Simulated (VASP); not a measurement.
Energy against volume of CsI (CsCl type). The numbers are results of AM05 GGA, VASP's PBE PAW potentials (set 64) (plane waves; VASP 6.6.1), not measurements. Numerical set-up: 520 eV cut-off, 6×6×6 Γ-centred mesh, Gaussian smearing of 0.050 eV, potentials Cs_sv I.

```
V (Å³/atom)  E (eV/atom)
-----------  -----------
46.462          -2.67101
47.945          -2.67557
49.428          -2.67697
50.911          -2.67575
```

Fit these four points and predict the energy of the run at 52.393 Å³/atom.

A cubic in V^(−2/3), the third-order Birch-Murnaghan form, passes through the four points with V0 = 49.43 Å³/atom and B0 = 9 GPa, and gives -2.6724 eV/atom there. The run gave -2.6724 eV/atom, +0.0 meV/atom from the fit; all five points give B0 = 9 GPa.

The compound is CsI in the CsCl type structure. It was relaxed first.
